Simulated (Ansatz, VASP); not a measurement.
# SnTe in two plane-wave programs

Aim: how closely do two programs agree when they are given the same cell, functional and k mesh? The cell is taken from a series of runs on this material, whose earlier steps may have relaxed, scaled, displaced or heated it; both programs get it as it stands.

Calculated with Ansatz 0.2.0; plane waves, with VASP 6.6.1 beside it; single point at LDA.

## 1. Set-up

It takes space group Fm-3m (No. 225, cubic). Conventional cell: a = 6.020 Å, b = 6.020 Å, c = 6.020 Å, α = 90.00°, β = 90.00°, γ = 90.00°. Nearest to Sn lie 6 Te at 3.01 Å. Nearest to Te lie 6 Sn at 3.01 Å. Farther neighbours and most contacts between anions are not listed.

## 2. VASP: single point, LDA, pair 1

A single point gives forces, pressure and levels at one fixed geometry, so differences don't come from the geometry; what else differs is listed under the comparison.

Lines of VASP's logs that name or quote its potential files are left out, and so is its time.

Contents of INCAR:

```
SYSTEM = SnTe
PREC = Accurate
ENCUT = 500
EDIFF = 1E-06
NELM = 120
ISMEAR = 0
SIGMA = 0.01
LREAL = .FALSE.
ALGO = Normal
GGA = PW92
NBANDS = 16
LORBIT = 11
LWAVE = .FALSE.
LCHARG = .FALSE.
ISIF = 2
LASPH = .TRUE.
GGA_COMPAT = .FALSE.
EFERMI = MIDGAP
KPAR = 2
```

Contents of POSCAR:

```
SnTe
1.0
    0.0000000000      3.0102464705      3.0102464705
    3.0102464705      0.0000000000      3.0102464705
    3.0102464705      3.0102464705      0.0000000000
Sn Te
1 1
Direct
    0.0000000000      0.0000000000      0.0000000000
    0.5000000000      0.5000000000      0.5000000000
```

Contents of KPOINTS:

```
Automatic mesh
0
Gamma
12 12 12
0 0 0
```

The projector-augmented-wave data sets are Sn_d and Te (LDA family, release 64).

The run is started by

```sh
$ mpirun -np 2 vasp_std
```

Numbers of over 12 decimals in the logs are rounded to 6 here.

What it wrote:

```text
[banner, memory and clock lines left out]
running    2 mpi-ranks, on    1 nodes
 distrk:  each k-point on    1 cores,    2 groups
 distr:  one band on    1 cores,    1 groups

 POSCAR found type information on POSCAR SnTe
 POSCAR found :  2 types and       2 ions
|                                                                             |
|               ----> ADVICE to this user running VASP <----                  |
|                                                                             |
|     You enforced a specific xc type in the INCAR file but a different       |
|     [... a line on the potential file left out ...]
|     I HOPE YOU KNOW WHAT YOU ARE DOING!                                     |
|                                                                             |

 LDA part: xc-table for (Slater(with rela. corr.)+PW92), standard interpolation
 POSCAR, INCAR and KPOINTS ok, starting setup
 FFT: planning ... GRIDC
 FFT: planning ... GRID_SOFT
 FFT: planning ... GRID
 WAVECAR not read
 entering main loop
       N       E                     dE             d eps       ncg     rms          rms(c)
DAV:   1     0.123833904087E+03    0.12383E+03   -0.96216E+03  2336   0.148E+03
DAV:   2     0.140072581042E+01   -0.12243E+03   -0.11960E+03  2504   0.355E+02
DAV:   3    -0.847764493812E+01   -0.98784E+01   -0.98388E+01  2976   0.875E+01
DAV:   4    -0.873696362430E+01   -0.25932E+00   -0.25928E+00  2664   0.154E+01
DAV:   5    -0.874853372404E+01   -0.11570E-01   -0.11570E-01  3544   0.305E+00    0.648E+00
DAV:   6    -0.871166767100E+01    0.36866E-01   -0.57678E-02  3320   0.192E+00    0.405E+00
DAV:   7    -0.870499392135E+01    0.66737E-02   -0.32915E-02  3088   0.110E+00    0.367E-01
DAV:   8    -0.870393902419E+01    0.10549E-02   -0.62561E-03  2960   0.675E-01    0.163E-01
DAV:   9    -0.870397334318E+01   -0.34319E-04   -0.37329E-04  2936   0.174E-01    0.522E-02
DAV:  10    -0.870397128482E+01    0.20584E-05   -0.20544E-05  3072   0.453E-02    0.315E-02
DAV:  11    -0.870397136467E+01   -0.79851E-07   -0.43140E-06  2928   0.261E-02
   1 F= -.87039714E+01 E0= -.87039714E+01  d E =-.875270E-48
```

OUTCAR, selected parts (step 2):

```text
ion  position               nearest neighbor table
   1  0.000  0.000  0.000-   2 3.01   2 3.01   2 3.01   2 3.01   2 3.01   2 3.01
   2  0.500  0.500  0.500-   1 3.01   1 3.01   1 3.01   1 3.01   1 3.01   1 3.01

  LATTYP: Found a face centered cubic cell.
 ALAT       =     6.0204929410

 Subroutine GETGRP returns: Found 48 space group operations
 (whereof 48 operations were pure point group operations)

The static configuration has the point symmetry O_h .

 Found     72 irreducible k-points:

   k-points           NKPTS =     72   k-points in BZ     NKDIM =     72   number of bands    NBANDS=     16

   dimension x,y,z NGX =    32 NGY =   32 NGZ =   32
   dimension x,y,z NGXF=    64 NGYF=   64 NGZF=   64

   ENCUT  =  500.0 eV  36.75 Ry    6.06 a.u.   7.76  7.76  7.76*2*pi/ulx,y,z

   NELECT =      20.0000    total number of electrons

 k-points in reciprocal lattice and weights: Automatic mesh
   0.00000000  0.00000000  0.00000000       0.001
   0.08333333  0.00000000  0.00000000       0.005
   0.16666667  0.00000000  0.00000000       0.005
   0.25000000  0.00000000  0.00000000       0.005
   0.33333333  0.00000000  0.00000000       0.005
   0.41666667  0.00000000  0.00000000       0.005
   0.50000000  0.00000000  0.00000000       0.002
   0.08333333  0.08333333  0.00000000       0.003
   0.16666667  0.08333333  0.00000000       0.014
[...]
-0.33333333  0.50000000  0.16666667       0.007
  -0.25000000  0.50000000  0.25000000       0.003

 average (electrostatic) potential at core
       1 -98.6580       2 -87.2376

 E-fermi :   8.5947

 k-point     1 :       0.0000    0.0000    0.0000
  band No.  band energies     occupation
    ...
      6      -5.3309      2.00000
      7       4.4070      2.00000
      8       6.0806      2.00000
      9       6.0806      2.00000
     10       6.0806      2.00000
     11      12.1638      0.00000
     12      12.1638      0.00000
     13      12.1638      0.00000
     14      13.1202      0.00000
     15      13.1202      0.00000
    ...

 k-point     2 :       0.0833    0.0000    0.0000
  band No.  band energies     occupation
    ...
      6      -5.2594      2.00000
      7       3.7878      2.00000
      8       6.0911      2.00000
      9       6.0911      2.00000
     10       6.5725      2.00000
     11      11.7411      0.00000
     12      11.7411      0.00000
     13      11.7799      0.00000
     14      13.0499      0.00000
     15      13.2885      0.00000
    ...

 k-point     3 :       0.1667    0.0000    0.0000
  band No.  band energies     occupation
    ...
      6      -5.0485      2.00000
      7       2.6927      2.00000
      8       6.1276      2.00000
      9       6.1276      2.00000
     10       7.2790      2.00000
     11      10.9165      0.00000
     12      10.9165      0.00000
     13      11.0503      0.00000
     14      13.1019      0.00000
     15      13.7428      0.00000
    ...

  Total        2.3119888      2.3119888      2.3119888      0.0000000     -0.0000000     -0.0000000
  in kB       67.8984957     67.8984957     67.8984957      0.0000000     -0.0000000     -0.0000000
  external PRESSURE =      67.8984957 kB  Pullay stress =       0.0000000 kB

  energy-cutoff  :      500.00
  volume of cell :       54.56
      direct lattice vectors                 reciprocal lattice vectors
     0.000000000  3.010246470  3.010246470    -0.166099356  0.166099356  0.166099356
     3.010246470  0.000000000  3.010246470     0.166099356 -0.166099356  0.166099356
     3.010246470  3.010246470  0.000000000     0.166099356  0.166099356 -0.166099356

 POSITION                                       TOTAL-FORCE (eV/Angst)
 -----------------------------------------------------------------------------------
      0.00000      0.00000      0.00000        -0.000000      0.000000     -0.000000
      3.01025      3.01025      3.01025         0.000000     -0.000000      0.000000
 -----------------------------------------------------------------------------------
    total drift:                                0.000000     -0.000000     -0.000000

  FREE ENERGIE OF THE ION-ELECTRON SYSTEM (eV)
  ---------------------------------------------------
  free  energy   TOTEN  =        -8.7039713647 eV

  energy  without entropy=       -8.7039713647  energy(sigma->0) =       -8.70397136

 total charge
# of ion       s       p       d       tot
------------------------------------------
    1        1.362   0.878  10.009  12.249
    2        1.394   2.005   0.051   3.450
--------------------------------------------------
tot          2.756   2.884  10.060  15.700

[... 3 further parts left out ...]
```

The run ends at a pressure of 6.79 GPa.

## 3. Ansatz: single point, LDA, pair 1

Ansatz runs on its PAW soft_1 files.

The same cell, functional (in two slightly different forms), mesh and smearing now go to Ansatz, which takes its cutoff from its data sets.

Contents of input.yaml:

```yaml
crystal:
  lattice:
    - [0.0, 3.0102464705, 3.0102464705]
    - [3.0102464705, 0.0, 3.0102464705]
    - [3.0102464705, 3.0102464705, 0.0]
  atoms:
    - { symbol: Sn, position: [0.0, 0.0, 0.0] }
    - { symbol: Te, position: [0.5, 0.5, 0.5] }
kpoints:
  mp_grid: { grid: [12, 12, 12] }
hamiltonian:
  xc: lda
  pseudopotentials: { kind: paw, azcp: { folder: soft_1 }, xc_functional: pbe }
scf:
  occupations: { method: gaussian, width: 0.01 }
output:
  forces: true
  stress: true
  eigenvalues: true
```

The run is started by

```sh
$ ansatz run input.yaml --threads 4 --pin off --max-ram 10240MiB --backend cpu --events-out ev --progress --plain --runs-dir out
```

What it wrote:

```text
Engine: ansatz 0.2.0, aarch64-unknown-linux-gnu
Pseudopotentials: kind: paw
Pseudopotential: Sn, paw, valence charge 14, recommended cutoff 420 eV (normal), soft_1/Sn.paw.azcp
Pseudopotential: Te, paw, valence charge 16, recommended cutoff 420 eV (normal), soft_1/Te.paw.azcp
Functional definition: SPW92
  exchange = slater_x
  correlation = pw_c
Crystal: 2 atoms, lattice volume = 54.555 Å³
Basis set: ecut = 420 eV, 1067 PW (Γ)
Bands: 19, of which v1, the nominal top of the filled ones, is band 15 counted from 1 (14 counted from 0)
Symmetry: 48 space group operations
Space group: Fm-3m (ITA 225), of the structure as read, at distance tolerance 3.8e-5 Å
k-points: 72 of 1728
Non-local potential: Sn, projectors of the file, l = 0: 2, l = 1: 2, l = 2: 2, l = 3: 1
Non-local potential: Te, projectors of the file, l = 0: 2, l = 1: 2, l = 2: 2, l = 3: 1
PAW form: soft (Blöchl's): semilocal exchange-correlation on the pseudo side does not see the compensation charge
PAW frozen core: Sn, regenerated for the run's functional, and the local potential with it (the file was generated under x = pbe(κ = 0.804, μ = 0.219515), c = pbe(β = 0.066725))
PAW frozen core: Te, regenerated for the run's functional, and the local potential with it (the file was generated under x = pbe(κ = 0.804, μ = 0.219515), c = pbe(β = 0.066725))
PAW one-centre angular grid: Sn, 590 points (default); XC on 64 Gauss nodes
PAW one-centre angular grid: Te, 590 points (default); XC on 64 Gauss nodes
Initial density: superposition of atomic densities (chi_scale 0.1, normalization cell, long waves kept (reshape's long-wave potential 0.00 eV rms))
Initial wavefunctions: pseudopotential atomic-orbital guess
Functional: x = slater, c = lda
SCF iter   1: F=—  HF=-12707.306739 eV  |F-HF|=—  |Δ(HF+E_count)|=         —  Δρ=1.19e-2  dr2=7.16e-2  ethr=3.10e-3  ⟨swp⟩=7.7  Hψ=8508  notcnv=0
preconditioner: auto → none  [insulator: Δε(μ)=0.246 eV  Ē_g=17.293 eV  σ=0.010 eV  W_gap=1.00  n_scr=14 (ndim 8)  ℏωp=22.5 eV  f_vac=0.000  D(μ)=0.00/eV (n_scr^D=0)  ε∞_Penn≈2.7]
SCF iter   2: F=—  HF=-12707.295280 eV  |F-HF|=—  |Δ(HF+E_count)|=   1.15e-2  Δρ=5.44e-3  dr2=1.47e-2  ethr=2.39e-4  ⟨swp⟩=2.0  Hψ=2251  notcnv=0
SCF iter   3: F=—  HF=-12707.294451 eV  |F-HF|=—  |Δ(HF+E_count)|=   8.28e-4  Δρ=4.11e-4  dr2=5.49e-5  ethr=4.90e-5  ⟨swp⟩=2.9  Hψ=2574  notcnv=0
SCF iter   4: F=—  HF=-12707.294467 eV  |F-HF|=—  |Δ(HF+E_count)|=   1.54e-5  Δρ=8.56e-5  dr2=2.69e-6  ethr=1.83e-7  ⟨swp⟩=2.0  Hψ=2191  notcnv=0
SCF iter   5: F=—  HF=-12707.294466 eV  |F-HF|=—  |Δ(HF+E_count)|=   1.39e-7  Δρ=1.84e-5  dr2=1.01e-7  ethr=8.98e-9  ⟨swp⟩=2.0  Hψ=2078  notcnv=0
SCF iter   6: F=-12707.294466 eV  HF=-12707.294466 eV  |F-HF|=1.28e-9  |Δ(HF+E_count)|=   2.30e-8  Δρ=3.13e-6  dr2=1.99e-9  ethr=3.33e-10  ⟨swp⟩=6.1  Hψ=6302  notcnv=0
SCF 1 converged in 6 iterations: F = -12707.294466 eV  dr2 = 1.99e-9
  greatest PAW one-centre occupation: 0.999 electrons in one spin orbital (limit 2), on the Te atom at site 1 (counted from 0), in its partial waves of l = 2
SCF converged after 6 iterations
Free energy (F): -12707.294466 eV
Harris-Foulkes:  -12707.294466 eV  (|F-HF|=1.28e-9)
Internal energy: -12707.294466 eV  (E = F + TS)
E sigma→0 (E₀):  -12707.294466 eV
Fermi energy:    11.592477 eV
--- Per-component energies (eV) ---
  E_band       = -304.339648
  E_kinetic    = 345.293112
  E_local      = -2479.352462  (includes V_loc(G=0)·N_el)
  E_nonlocal   = 222.086839
  E_hartree    = 1258.553710
  E_xc         = -249.286461
  E_vxc        = -186.511280  (∫ρ·V_xc dr)
  E_paw        = -8743.557831  (= ΣΔE_a)
  E_vpaw       = -722.963381  (= ΣTr[D̂ρ^β])
  E_aug_tail   = 0.000342  (compensation charges beyond the density's cutoff)
  E_ewald      = -3062.135247
  E_core_change = 1.103533  (= ΣΔE_core)
  E_smearing   = -0.000000  (= −TS)
  E_closure    = -0.000000  (closes the sum)
  Σ components = -12707.294466   (vs F -12707.294466, Δ=0.00e0)
--- Forces (eV/Å), atoms counted from 1 ---
  atom   1  Sn    -0.00000000     0.00000000     0.00000000
  atom   2  Te     0.00000000    -0.00000000     0.00000000
  max |Σ_I F_I| component: 2.03e-29 eV/Å
--- Stress (GPa, compression-positive) ---
        6.749850       0.000000       0.000000
       -0.000000       6.749850      -0.000000
       -0.000000       0.000000       6.749850
  P = ⅓ Tr σ = 6.7499 GPa (67.499 kbar)
--- Band table (eV; the first three rows and the last of 72) ---
  k-point 0: bands = [... 11 lower, 7.3449, 9.0862, 9.0862, 9.0862, 15.1684, 15.1684, 15.1684, 16.1849]
  k-point 1: bands = [... 11 lower, 6.7427, 9.0967, 9.0967, 9.5624, 14.7525, 14.7525, 14.7867, 16.0991]
  k-point 2: bands = [... 11 lower, 5.6609, 9.1333, 9.1333, 10.2597, 13.9323, 13.9323, 14.0536, 16.1397]
  k-point 71: bands = [... 11 lower, 3.6261, 5.8760, 5.8760, 10.7994, 12.3993, 16.1809, 16.1809, 18.3105]
```

Reading the cycles: dr2 is the Hartree energy of the density residual (eV), the measure of convergence; HF is the Harris–Foulkes estimate of the energy, which meets the free energy F at convergence.

The run ends at a pressure of 6.75 GPa.

## 4. Differences

Known differences besides the potentials themselves: the data sets hold 30 valence electrons in Ansatz (on its PAW soft_1 files) and 20 in VASP; the cutoff is 420 eV in Ansatz and 500 eV in VASP; VASP's log shows a relativistic correction to its local exchange, Ansatz's none. Total energies have different zeros and are not compared.

The two programs side by side:

```csv
quantity,Ansatz,VASP,difference
pressure (GPa),6.75,6.79,-0.04
gap on the k mesh (eV),0.236,0.201,+0.035
```

A gap on the mesh is an upper bound, since the band edges may lie between its points.

## 5. VASP: single point, LDA, pair 2

A single point gives forces, pressure and levels at one fixed geometry, so differences don't come from the geometry; what else differs is listed under the comparison. The cell compared in this pair holds 55.77 Å³, against 54.56 Å³ for the pair before.

INCAR is that of step 2.

Contents of POSCAR:

```
SnTe
1.0
    0.0000000000      3.0323814307      3.0323814307
    3.0323814307      0.0000000000      3.0323814307
    3.0323814307      3.0323814307      0.0000000000
Sn Te
1 1
Direct
    0.0000000000      0.0000000000      0.0000000000
    0.5000000000      0.5000000000      0.5000000000
```

KPOINTS is that of step 2.

The run is started by

```sh
$ mpirun -np 2 vasp_std
```

What it wrote:

```text
[banner, memory and clock lines left out]
running    2 mpi-ranks, on    1 nodes
[...]
[... a notice as in an earlier step ...]

 LDA part: xc-table for (Slater(with rela. corr.)+PW92), standard interpolation
 POSCAR, INCAR and KPOINTS ok, starting setup
[...]
entering main loop
       N       E                     dE             d eps       ncg     rms          rms(c)
DAV:   1     0.124475893338E+03    0.12448E+03   -0.95761E+03  2320   0.146E+03
DAV:   2     0.119287494722E+01   -0.12328E+03   -0.12034E+03  2616   0.354E+02
DAV:   3    -0.852194121310E+01   -0.97148E+01   -0.96690E+01  2856   0.868E+01
DAV:   4    -0.878398074397E+01   -0.26204E+00   -0.26200E+00  2808   0.156E+01
[...]
DAV:   9    -0.874961920862E+01   -0.35304E-04   -0.39550E-04  2896   0.186E-01    0.520E-02
DAV:  10    -0.874961483553E+01    0.43731E-05   -0.28624E-05  3072   0.534E-02    0.293E-02
DAV:  11    -0.874961499222E+01   -0.15670E-06   -0.63678E-06  3016   0.293E-02
   1 F= -.87496150E+01 E0= -.87496150E+01  d E =-.155453E-80
```

Parts of OUTCAR (step 5):

```text
  Total        1.7796481      1.7796481      1.7796481     -0.0000000     -0.0000000      0.0000000
  in kB       51.1285216     51.1285216     51.1285216     -0.0000000     -0.0000000      0.0000000
  external PRESSURE =      51.1285216 kB  Pullay stress =       0.0000000 kB

 POSITION                                       TOTAL-FORCE (eV/Angst)
 -----------------------------------------------------------------------------------
      0.00000      0.00000      0.00000         0.000000     -0.000000     -0.000000
      3.03238      3.03238      3.03238        -0.000000      0.000000      0.000000
 -----------------------------------------------------------------------------------
    total drift:                                0.000000     -0.000000     -0.000000

  FREE ENERGIE OF THE ION-ELECTRON SYSTEM (eV)
  ---------------------------------------------------
  free  energy   TOTEN  =        -8.7496149922 eV

  energy  without entropy=       -8.7496149922  energy(sigma->0) =       -8.74961499

[... 1 part as in an earlier step ...]

[... 2 further parts left out ...]
[key lines of the parts left out:]
E-fermi :   8.2905
```

The run ends at a pressure of 5.11 GPa.

## 6. Ansatz: single point, LDA, pair 2

The same cell, functional (in two slightly different forms), mesh and smearing now go to Ansatz, which takes its cutoff from its data sets.

The cell is taken from a series of runs on this material, whose earlier steps may have relaxed, scaled, displaced or heated it; both programs get it as it stands.

input.yaml, the sections that differ from step 3:

```yaml
crystal:
  lattice:
    - [0.0, 3.0323814307, 3.0323814307]
    - [3.0323814307, 0.0, 3.0323814307]
    - [3.0323814307, 3.0323814307, 0.0]
  atoms:
    - { symbol: Sn, position: [0.0, 0.0, 0.0] }
    - { symbol: Te, position: [0.5, 0.5, 0.5] }
# kpoints, hamiltonian, scf, output: as in step 3
```

The run is started by

```sh
$ ansatz run input.yaml --threads 4 --pin off --max-ram 10240MiB --backend cpu --events-out ev --progress --plain --runs-dir out
```

What it wrote:

```text
[...]
Crystal: 2 atoms, lattice volume = 55.768 Å³
Basis set: ecut = 420 eV, 1067 PW (Γ)
Bands: 19, of which v1, the nominal top of the filled ones, is band 15 counted from 1 (14 counted from 0)
Symmetry: 48 space group operations
[...]
k-points: 72 of 1728
[...]
--- Band table (eV; the first three rows and the last of 72) ---
  k-point 0: bands = [... 11 lower, 6.8605, 8.7734, 8.7734, 8.7734, 14.7463, 14.7463, 14.7463, 15.8477]
  k-point 1: bands = [... 11 lower, 6.3165, 8.7839, 8.7839, 9.1970, 14.3450, 14.3450, 14.3758, 15.7626]
  k-point 2: bands = [... 11 lower, 5.2944, 8.8201, 8.8201, 9.8545, 13.5465, 13.5465, 13.6511, 15.8003]
  k-point 71: bands = [... 11 lower, 3.3406, 5.6526, 5.6526, 10.4140, 12.0209, 15.8221, 15.8221, 17.8027]
[key lines of the parts left out:]
SCF converged after 6 iterations
Free energy (F): -12707.339122 eV
Fermi energy:    11.230914 eV
P = ⅓ Tr σ = 5.0851 GPa (50.851 kbar)
```

The run ends at a pressure of 5.09 GPa.

(Continued in part 2 of 2.)

[Lines on the potential files, build, host, timing and source positions are cut from VASP's logs without a mark.]

[Logs are printed without paths, hosts, clocks, repeated set-up lines and the standing remarks that a program may print on its own settings, such as how far it seeks lower states.]

[Hosts, paths, dates, database ids (printed as entryN), source tags and the programs' standing remarks are cut or masked in the printed files.]
